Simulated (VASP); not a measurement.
Consider the following.

```
SrTe
1.0
    3.65872     0.00000     0.00000
    0.00000     3.65872     0.00000
    0.00000     0.00000     3.65872
Sr Te
1 1
Direct
  0.00000   0.00000   0.00000
  0.50000   0.50000   0.50000
```

These are PBEsol GGA, VASP's PBE PAW potentials (set 64) (plane waves; VASP) values and carry that method's errors. Run with 500 eV cut-off, 10×10×10 Γ-centred mesh, first-order Methfessel-Paxton smearing of 0.10 eV, potentials Sr_sv Te.

Energy and stress use the plane-wave basis of the starting cell.

Task: The ions, cell shape and volume at an external pressure of 30.0 GPa are relaxed. Give the cell that the relaxation ends in.

Result: 
```
SrTe
1.0
    3.56575     0.00000     0.00000
    0.00000     3.56575     0.00000
    0.00000     0.00000     3.56575
Sr Te
1 1
Direct
  0.00000   0.00000   0.00000
  0.50000   0.50000   0.50000
```
Space group Pm-3m (221), at a tolerance of 0.03 Å.

Task: How do energy and volume change from the first to the last step?

Result: The energy (σ→0) changes by +280.5 meV/atom and the volume by -7.4 %, in 4 ionic steps.

| step | E(σ→0) (eV) | max force (eV/Å) | pressure (GPa) | volume (Å³) |
|---|---|---|---|---|
| 1 | -7.6252 | 0.000 | 20.01 | 48.98 |
| 2 | -5.3563 | 0.000 | 58.54 | 38.94 |
| 3 | -7.0935 | 0.000 | 29.43 | 45.49 |
| 4 | -7.0642 | 0.000 | 29.92 | 45.34 |

The structure was generated: SrTe was put into the CsCl type type (Pm-3m), which need not be its known phase. This run relaxes it under an external pressure of 30 GPa. Symmetry was kept, so distortions that lower it aren't found.
